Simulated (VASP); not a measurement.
Data:

```yaml
crystal:
  lattice:
    - [1.99467, 1.15163, 8.33127]
    - [-1.99467, 1.15163, 8.33127]
    - [0.00000, -2.30325, 8.33127]
  atoms:
    - { symbol: Ca, position: [0.00000, 0.00000, 0.00000] }
    - { symbol: Ga, position: [0.45131, 0.45131, 0.45131] }
    - { symbol: Ga, position: [0.54869, 0.54869, 0.54869] }
    - { symbol: As, position: [0.25628, 0.25628, 0.25628] }
    - { symbol: As, position: [0.74372, 0.74372, 0.74372] }
```

Level of theory: LDA (Ceperley-Alder, Perdew-Zunger), VASP's LDA PAW potentials (set 64) (plane waves; VASP). Run with 300 eV cut-off, 5×5×5 Γ-centred mesh, Fermi-Dirac smearing of 0.10 eV, potentials Ca_sv Ga_d As.

At this cut-off the stress carries a Pulay error, which pulls relaxed volumes low.

Task: Which forces act on the atoms, in eV/Å?

Result: 
```tsv
atom	Fx	Fy	Fz
Ca1	0.000	0.000	0.000
Ga2	0.000	0.000	-0.079
Ga3	0.000	0.000	0.079
As4	0.000	0.000	0.045
As5	0.000	0.000	-0.045
```

Task: Give the stress tensor in GPa (positive for a compressed cell).

Result: 
```
-2.47   0.00   0.00
 0.00  -2.47   0.00
 0.00   0.00  -3.29
```
The pressure is its mean diagonal, -2.74 GPa.

The structure comes from a computed database's CaGa2As2 entry; how it stands against other phases isn't given here. The cell was not relaxed at this level.
